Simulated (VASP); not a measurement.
Given:

```
CELL_PARAMETERS angstrom
      0.00000     3.02500     3.02500
      3.02500     0.00000     3.02500
      3.02500     3.02500     0.00000
ATOMIC_POSITIONS crystal
  Cd 0.00000 0.00000 0.00000
  Se 0.25000 0.25000 0.25000
```

Computed with RPBE GGA, VASP's PBE PAW potentials (set 64) (plane waves; VASP). Numerical set-up: 400 eV cut-off, 7×7×7 Γ-centred mesh, Gaussian smearing of 0.050 eV, potentials Cd Se.

What does the run give for the energy per atom (σ→0), pressure, band gap (on the k-mesh) with the smallest direct gap where there is one?

- band gap (on the k-mesh) = 0.82 eV
- smallest direct gap (on the k-mesh) = 0.82 eV
- energy per atom (σ→0) = -2.377 eV/atom
- pressure = 5.73 GPa

Only differences to runs with the same potentials and settings are physical.

The compound is CdSe in the zinc blende structure, whereas wurtzite is the usual form. The cell was not relaxed at this level. The run is one of a series of settings (GGA = RP against the base run), some of them coarse on purpose.
